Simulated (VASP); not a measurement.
Input for VASP

POSCAR:
```
SiO2
1
    4.2577280202    -0.0000000000     0.0000000000
    0.0000000000     4.2577280202     0.0000000000
    0.0000000000     0.0000000000     2.6978602703
Si O
2 4
Direct
  0.0000000000   1.0000000000   0.0000000000
  0.5000000000   0.5000000000   0.5000000000
  0.3072866017   0.3072866017   0.0000000000
  0.8072866017   0.1927133983   0.5000000000
  0.1927133983   0.8072866017   0.5000000000
  0.6927133983   0.6927133983   1.0000000000
```

File KPOINTS:
```
Automatic mesh
0
Gamma
5 5 7
0 0 0
```

**INCAR**
```
SYSTEM = SiO2
PREC = Accurate
ENCUT = 520
EDIFF = 1E-6
NELM = 100
ALGO = Normal
LREAL = .FALSE.
LASPH = .TRUE.
ISMEAR = 0
SIGMA = 0.05
GGA = RE
LWAVE = .FALSE.
LCHARG = .FALSE.
IBRION = 2
ISIF = 3
NSW = 60
EDIFFG = -0.02
```

POTCAR, in this order: Si O (PBE.64 set). Program: vasp_std.

Task: Write an equivalent input for Quantum ESPRESSO's pw.x.

Result: One equivalent input (not run):
```
&CONTROL
  calculation = 'vc-relax'
  pseudo_dir = './pseudo'
  outdir = './out'
  tprnfor = .true.
  tstress = .true.
  nstep = 60
  forc_conv_thr = 0.00078
/
&SYSTEM
  ibrav = 0
  nat = 6
  ntyp = 2
  ecutwfc = 84
  occupations = 'smearing'
  smearing = 'gaussian'
  degauss = 0.003675
  input_dft = 'revpbe'
/
&ELECTRONS
  conv_thr = 7.3e-08
  electron_maxstep = 100
/
&IONS
/
&CELL
/
ATOMIC_SPECIES
  Si 28.085 Si.upf
  O 15.999 O.upf
CELL_PARAMETERS angstrom
     4.2577280   -0.0000000    0.0000000
     0.0000000    4.2577280    0.0000000
     0.0000000    0.0000000    2.6978603
ATOMIC_POSITIONS crystal
  Si   0.0000000  1.0000000  0.0000000
  Si   0.5000000  0.5000000  0.5000000
  O    0.3072866  0.3072866  0.0000000
  O    0.8072866  0.1927134  0.5000000
  O    0.1927134  0.8072866  0.5000000
  O    0.6927134  0.6927134  1.0000000
K_POINTS automatic
  5 5 7 0 0 0
```
Limits of the translation: the potentials are each code's own (VASP's PAW set, PseudoDojo norm-conserving files in pw.x), so ENCUT and ecutwfc are chosen apart and not converted; conv_thr bounds pw.x's estimated SCF error, while EDIFF bounds the energy change between steps; forc_conv_thr acts on force components and is met together with etot_conv_thr.

The compound is SiO2 in the rutile structure, stishovite, a high-pressure form. It was relaxed first. The start is the result of an earlier pass.
